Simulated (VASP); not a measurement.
Runs of VASP 6.6.1 on InW. It takes space group Pm-3m (No. 221, cubic). Conventional cell: a = 3.457 Å, b = 3.457 Å, c = 3.457 Å, α = 90.00°, β = 90.00°, γ = 90.00°. In (site symmetry m-3m) is surrounded by 8 W at 2.99 Å. W (site symmetry m-3m) has 8 In at 2.99 Å as nearest neighbours. The cell was built by a generator and needn't be a form met in nature.

```tsv
task	cell	k mesh	cutoff (eV)	gap on the mesh (eV)	pressure (GPa)	relaxed volume (Å³/atom)
relaxation of cell and atoms	relaxed	6 × 6 × 6	600	none	-0.2	18.33
single point	Pm-3m, 18.26 Å³/atom	16 × 16 × 16	520	none	0.1	-
single point	Pm-3m, 18.29 Å³/atom	6 × 6 × 6	520	none	0.1	-
relaxation of cell and atoms	relaxed	16 × 16 × 16	600	none	0.1	(a)
```

Alike in all rows: level PBE; potentials or basis VASP PAW PBE potentials, release 64 (In_d, W_sv); no spin polarisation; smearing gaussian 0.1 eV.

**Question.** Estimate the missing entries.

**Answer.** (a) 18.28.

A k mesh can miss the band edges, and the runs leave out spin-orbit coupling on In, W.

A gap of «none» marks a metal or a gap under the smearing width.
